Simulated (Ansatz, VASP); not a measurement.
**One calculation of KZrN, two programs**

```xyz
3
Lattice="4.2629 0.0000 0.0000 -2.1315 3.6918 0.0000 0.0000 0.0000 4.5374" Properties=species:S:1:pos:R:3 pbc="T T T"
K     0.0000    0.0000    0.0000
Zr    2.1315    1.2306    2.2687
N     0.0000    2.4612    2.2687
```

Change from the starting cell: species swapped into the EuAlSi type (P-6m2, No. 187).

Alike in both runs: task relaxation of cell and atoms; functional PBE; k mesh 6 × 6 × 4; occupations gaussian, width 0.1 eV; no spin polarisation.

|  | VASP | Ansatz |
| --- | --- | --- |
| version | VASP 6.6.1 | Ansatz 0.2.0 |
| potentials or method | VASP PAW PBE potentials, release 64 (K_sv, Zr_sv, N) | scalar-relativistic, plane waves, PAW |
| plane-wave cutoff (eV) | 600 | 420 |
| valence electrons in the cell | 26 | 26 |

Ansatz gave:

```
gap on the k mesh at the Fermi level, each at its own relaxed structure (eV) : none
relaxed volume (Å³/atom)                                                     : 25.74
relaxed cell length with the largest relative difference (Å)                 : 6.736
energy change over the relaxation (meV/atom)                                 : -853
```

Task: What did VASP give for the same quantities?

Result: gap on the k mesh at the Fermi level, each at its own relaxed structure (eV): none; relaxed volume (Å³/atom): 24.53; relaxed cell length with the largest relative difference (Å): 6.377; energy change over the relaxation (meV/atom): -822.

A gap of «none» marks a metal or a gap that the smearing closes. One of these differences is far larger than is usual between the two programs; its cause wasn't traced.
